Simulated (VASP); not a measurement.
Input:

```yaml
crystal:
  lattice:
    - [0.00000, 2.66351, 2.66351]
    - [2.66351, 0.00000, 2.66351]
    - [10.68857, 10.68857, -0.03453]
  atoms:
    - { symbol: Sr, position: [0.98909, 0.98909, 0.00818] }
    - { symbol: Sr, position: [0.01091, 0.01091, 0.24182] }
    - { symbol: O, position: [0.50000, 0.50000, 0.12500] }
    - { symbol: O, position: [0.52195, 0.52195, 0.35854] }
    - { symbol: O, position: [0.50000, 0.50000, 0.62500] }
    - { symbol: O, position: [0.47805, 0.47805, 0.89146] }
    - { symbol: Ba, position: [0.01101, 0.01101, 0.49174] }
    - { symbol: Ba, position: [0.98899, 0.98899, 0.75826] }
```

These are PBEsol GGA, VASP's PBE PAW potentials (set 64) (plane waves; VASP 6.6.1) values and carry that method's errors. Numerical set-up: 520 eV cut-off, Gaussian smearing of 0.050 eV, potentials Sr_sv O Ba_sv.

Unless said otherwise, spin-orbit coupling is left out, though it shifts the bands of the heavy elements here.

Q: Predict the band gap (along the path) with the smallest direct gap where there is one.

A: 
The band gap (along the path) comes out as 2.32 eV and the smallest direct gap (along the path) comes out as 2.32 eV.

Total energies compare only between runs with the same potentials, cut-off and functional.

The structure was generated: Ba2Sr2O4 was put into an ordered model structure (R-3m), which need not be its known phase. It was relaxed first.
